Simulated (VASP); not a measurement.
# CsLiCr2Te2S3 (C2/m) in VASP: a series of runs, part 2 of 2

VASP 6.6.1. Earlier steps stand in the parts before.

## Step 3: Electron localisation function, PBE, collinear spin, ferromagnetic start

The input, INCAR:

```
SYSTEM = CsLiCr2Te2S3
PREC = Accurate ; ENCUT = 520
EDIFF = 1E-6 ; ISMEAR = -1
SIGMA = 0.05 ; LREAL = .FALSE.
LASPH = .TRUE. ; NELM = 120
ALGO = Normal ; ISIF = 2
LWAVE = .FALSE. ; LCHARG = .TRUE.
ISPIN = 2 ; MAGMOM = 0 0 3 3 0 0 0 0 0
LORBIT = 11 ; LMAXMIX = 4
GGA = PE ; LELF = .TRUE.
```

The input, KPOINTS:

```
regular mesh
0
G
  7 7 4
  0 0 0
```

The input, POSCAR:

```
CsLiCr2Te2S3
1.0
    7.2895900000     -2.1043300000      0.0177200000
    7.2895900000      2.1043300000      0.0177200000
   -2.5331500000      0.0000000000      7.2810000000
Cs Li Cr Te S
1 1 2 2 3
Direct
    0.5000000000      0.5000000000      0.0000000000
    0.0000000000      0.0000000000      0.5000000000
    0.3287000000      0.3287000000      0.4330000000
    0.6713000000      0.6713000000      0.5670000000
    0.8067200000      0.8067200000      0.1742700000
    0.1932800000      0.1932800000      0.8257300000
    0.1635800000      0.1635800000      0.3971300000
    0.8364200000      0.8364200000      0.6028700000
    0.5000000000      0.5000000000      0.5000000000
```

Potentials or basis: VASP PAW PBE potentials, release 64 (Cs_sv, Li_sv, Cr_pv, Te, S).

On the command line:

```bash
$ cat potpaw_PBE.64/Cs_sv/POTCAR potpaw_PBE.64/Li_sv/POTCAR potpaw_PBE.64/Cr_pv/POTCAR potpaw_PBE.64/Te/POTCAR potpaw_PBE.64/S/POTCAR > POTCAR
$ mpirun -np 4 vasp_std > vasp.out
```

OUTCAR:

```text
SYSTEM = CsLiCr2Te2S3
   PREC = Accurate
   ENCUT = 520
   EDIFF = 1E-6
   ISMEAR = -1
   LREAL = .FALSE.
   LASPH = .TRUE.
   NELM = 120
   ISIF = 2
   ISPIN = 2
   LORBIT = 11
   GGA = PE

 ion  position               nearest neighbor table
   1  0.500  0.500  0.000-
   2  0.000  0.000  0.500-   9 2.10   9 2.10   5 3.10   6 3.10
   3  0.329  0.329  0.433-   7 2.33   9 2.38   8 2.46   8 2.46   5 2.84   5 2.84
   4  0.671  0.671  0.567-   8 2.33   9 2.38   7 2.46   7 2.46   6 2.84   6 2.84
   5  0.807  0.807  0.174-   3 2.84   3 2.84   2 3.10   8 3.19   6 3.39   6 3.39
   6  0.193  0.193  0.826-   4 2.84   4 2.84   2 3.10   7 3.19   5 3.39   5 3.39
   7  0.164  0.164  0.397-   3 2.33   4 2.46   4 2.46   6 3.19
   8  0.836  0.836  0.603-   4 2.33   3 2.46   3 2.46   5 3.19
   9  0.500  0.500  0.500-   2 2.10   2 2.10   3 2.38   4 2.38

  LATTYP: Found a base centered monoclinic cell.
 ALAT       =    14.5792230748
 B/A-ratio  =     0.2886751906
 C/A-ratio  =     0.5287711959
 COS(beta)  =    -0.3262964791

  Lattice vectors:

 A1 = (   7.2895900000,  -2.1043300000,   0.0177200000)
 A2 = (   7.2895900000,   2.1043300000,   0.0177200000)
 A3 = (  -2.5331500000,   0.0000000000,   7.2810000000)

Analysis of symmetry for initial positions (statically):
=====================================================================
 Subroutine PRICEL returns:
 Original cell was already a primitive cell.

 Routine SETGRP: Setting up the symmetry group for a
 base centered monoclinic supercell.

 Subroutine GETGRP returns: Found  4 space group operations
 (whereof  4 operations were pure point group operations)
 out of a pool of  4 trial point group operations.

The static configuration has the point symmetry C_2h.

Analysis of symmetry for dynamics (positions and initial velocities):
=====================================================================
 Subroutine PRICEL returns:
 Original cell was already a primitive cell.

 Routine SETGRP: Setting up the symmetry group for a
 base centered monoclinic supercell.

 Subroutine GETGRP returns: Found  4 space group operations
 (whereof  4 operations were pure point group operations)
 out of a pool of  4 trial point group operations.

The dynamic configuration has the point symmetry C_2h.

Analysis of structural, dynamic, and magnetic symmetry:
=====================================================================
 Subroutine PRICEL returns:
 Original cell was already a primitive cell.

 Routine SETGRP: Setting up the symmetry group for a
 base centered monoclinic supercell.

 Subroutine GETGRP returns: Found  4 space group operations
 (whereof  4 operations were pure point group operations)
 out of a pool of  4 trial point group operations.

The overall configuration has the point symmetry C_2h.

 Subroutine INISYM returns: Found  4 space group operations
 (whereof  4 operations are pure point group operations),
 and found     1 'primitive' translations

----------------------------------------------------------------------------------------

                                     Primitive cell

  volume of cell :     223.5657

  direct lattice vectors                    reciprocal lattice vectors
     7.289590000 -2.104330000  0.017720000     0.068533003 -0.237605319  0.023843480
     7.289590000  2.104330000  0.017720000     0.068533003  0.237605319  0.023843480
[... 111 lines left out ...]
   NUPDOWN=      -1.0000    fix difference up-down
   EMIN   =  10.00;   EMAX   =-10.00  energy-range for DOS
   EFERMI =   0.00;   METHOD = LEGACY
   ISMEAR =    -1;   SIGMA  =   0.05  broadening in eV -4-tet -1-fermi 0-gaus
   EFERMI_NEDOS =   21; number of points for ismear=-14 and -15
   IALGO  =     38    algorithm
   IMIX   =      4    mixing-type and parameters
     AMIX     =   0.40;   BMIX     =  1.00
     AMIX_MAG =   1.60;   BMIX_MAG =  1.00
  volume/ion in A,a.u.               =      24.84       167.63
  Fermi-wavevector in a.u.,A,eV,Ry     =   1.090070  2.059934 16.167162  1.188253
  Thomas-Fermi vector in A             =   2.226287
   LORBIT       =     11    0 simple, 1 ext, 2 COOP (PROOUT), +10 PAW based schemes
   GGA     = PE    functional components
   LHFCALC =     F    Hartree Fock is set to
   AEXX    =    0.0000 exact exchange contribution
   IVDW    =     0    specifies the selected vdW correction
   LEPSILON=     F    determine dielectric tensor
   LRPA    =     F    only Hartree local field effects (RPA)
 spin polarized calculation
  energy-cutoff  :      520.00
  volume of cell :      223.57
 maximum number of plane-waves:      6047
   NGX = 29   NGY = 29   NGZ = 29

 number of electron      65.9999991 magnetization       5.2379834

 Free energy of the ion-electron system (eV)
  ---------------------------------------------------
  ext. energy  EPLUGINS =         0.00000000
  ---------------------------------------------------
  free energy    TOTEN  =       -45.78725328 eV

  energy without entropy =      -45.75162747  energy(sigma->0) =      -45.76944037

 E-fermi :   4.1594     XC(G=0):  -9.1778

 val. band max:        4.1569731495   @ k =   0.4286   0.0000   0.0000
 cond. band min:       4.1607498852   @ k =   0.4286   0.2857   0.5000
 fundamental gap:      0.0037767357
 Fermi energy:         4.1594239674

 spin component 1

 k-point     1 :       0.0000    0.0000    0.0000
  band No.  band energies     occupation
      1     -40.8993      1.00000
      2     -39.9403      1.00000
      3     -39.9357      1.00000
      4     -39.8994      1.00000
      5     -39.8941      1.00000
      6     -39.8814      1.00000
[... 1117 lines left out ...]
     43       8.3980      0.00000
     44       8.9171      0.00000

 [... further k-points ...]

 spin component 2

 k-point     1 :       0.0000    0.0000    0.0000
  band No.  band energies     occupation
      1     -40.8927      1.00000
      2     -37.1191      1.00000
      3     -37.1111      1.00000
      4     -37.0814      1.00000
      5     -37.0751      1.00000
      6     -36.9140      1.00000
[... 1117 lines left out ...]
     43       8.7322      0.00000
     44       9.1651      0.00000

 [... further k-points ...]
[... 5 lines left out ...]
  --------------------------------------------------------------------------------------
  -------------------------------------------------------------------------------------
  Total       -0.0615289      0.1013651      0.0185935      0.0000000      0.0000000     -0.0055604
  in kB       -0.4409450      0.7264300      0.1332496      0.0000000      0.0000000     -0.0398484
  external PRESSURE =       0.1395782 kB  Pullay stress =       0.0000000 kB

 VOLUME and BASIS-vectors are now :
 -----------------------------------------------------------------------------
  energy-cutoff  :      520.00
  volume of cell :      223.57
      direct lattice vectors                 reciprocal lattice vectors
     7.289590000 -2.104330000  0.017720000     0.068533003 -0.237605319  0.023843480
     7.289590000  2.104330000  0.017720000     0.068533003  0.237605319  0.023843480
    -2.533150000  0.000000000  7.281000000    -0.000333582  0.000000000  0.137227714

 POSITION                                       TOTAL-FORCE (eV/Angst)
 -----------------------------------------------------------------------------------
      7.28959      0.00000      0.01772        -0.000000      0.000000      0.000000
     -1.26658      0.00000      3.64050        -0.000000      0.000000      0.000000
      3.69532      0.00000      3.16432        -0.016568      0.000000     -0.024005
      8.35071      0.00000      4.15212         0.016568      0.000000      0.024005
     11.31986      0.00000      1.29745         0.006373      0.000000      0.024032
      0.72617      0.00000      6.01899        -0.006373      0.000000     -0.024032
      1.37887      0.00000      2.89730         0.005233      0.000000     -0.008296
     10.66716      0.00000      4.41914        -0.005233      0.000000      0.008296
      6.02301      0.00000      3.65822        -0.000000      0.000000      0.000000
 -----------------------------------------------------------------------------------
    total drift:                                0.000000      0.000000     -0.000000

  FREE ENERGIE OF THE ION-ELECTRON SYSTEM (eV)
  ---------------------------------------------------
  free  energy   TOTEN  =       -45.7872532833 eV

  energy  without entropy=      -45.7516274657  energy(sigma->0) =      -45.76944037

 total charge

# of ion       s       p       d       tot
------------------------------------------
    1        1.833   4.700   0.030   6.564
    2        2.037   0.081   0.000   2.118
    3        0.269   6.238   4.078  10.585
    4        0.269   6.238   4.078  10.585
    5        1.390   1.920   0.026   3.335
    6        1.390   1.920   0.026   3.335
    7        1.342   2.361   0.000   3.703
    8        1.342   2.361   0.000   3.703
    9        1.327   2.488   0.000   3.816
--------------------------------------------------
tot         11.201  28.306   8.238  47.745

 magnetization (x)

# of ion       s       p       d       tot
------------------------------------------
    1        0.000  -0.001   0.000   0.000
    2        0.001   0.002   0.000   0.003
    3        0.039   0.028   2.774   2.841
    4        0.039   0.028   2.774   2.841
    5       -0.002  -0.140   0.002  -0.139
    6       -0.002  -0.140   0.002  -0.139
    7       -0.006  -0.147   0.000  -0.152
    8       -0.006  -0.147   0.000  -0.152
    9       -0.003  -0.042   0.000  -0.045
--------------------------------------------------
tot          0.062  -0.557   5.553   5.058
```

Run time: 11 min. Hardware: 4 MPI ranks of Intel Xeon Platinum 8488C (Sapphire Rapids), shared host; peak memory 0.54 GiB.

What came out:

| Property | Result |
| --- | --- |
| Free energy | -45.7873 eV |
| Largest force | 0.029 eV/Å |
| Band gap on the k mesh | none (metal or under the smearing width) |
| Net moment | 5.24 μB per cell |
| Site moments | Cs +0.00; Li +0.00; Cr +2.84; Te -0.14; S -0.15, -0.04 μB |
| Valence electrons inside the program's atomic spheres | Cs 6.56; Li 2.12; Cr 10.59; Te 3.33; S 3.70, 3.82 |

Forces on the atoms (eV/Å):
```
Cs   0.000  0.000  0.000
Li   0.000  0.000  0.000
Cr  -0.017  0.000 -0.024
Cr   0.017  0.000  0.024
Te   0.006  0.000  0.024
Te  -0.006  0.000 -0.024
S    0.005  0.000 -0.008
S   -0.005  0.000  0.008
S    0.000  0.000  0.000
```

Levels at points of the mesh, in eV from the Fermi level:
Spin up:
```csv
k point,band 31,band 32,band 33,band 34,band 35,band 36,band 37,band 38,band 39,band 40
"(0.00, 0.00, 0.00)",-0.89,-0.59,-0.54,-0.32,-0.19,0.13,1.02,1.21,1.41,2.22
"(0.00, 0.00, 0.50)",-0.93,-0.62,-0.58,-0.26,-0.22,0.10,0.49,1.02,1.48,1.70
```
Spin down:
| k point | band 28 | band 29 | band 30 | band 31 | band 32 | band 33 |
| --- | --- | --- | --- | --- | --- | --- |
| (0.00, 0.00, 0.00) | -0.93 | -0.69 | -0.09 | 0.78 | 1.05 | 1.50 |
| (0.00, 0.00, 0.50) | -0.94 | -0.69 | -0.07 | 0.39 | 1.06 | 1.57 |

Caveat: the cutoff is under 1.25 times the usual one of these potentials, so pressure, stress and relaxed cells hold a basis-set (Pulay) error; only a ferromagnetic start was run, and an antiferromagnetic order may lie lower in energy.
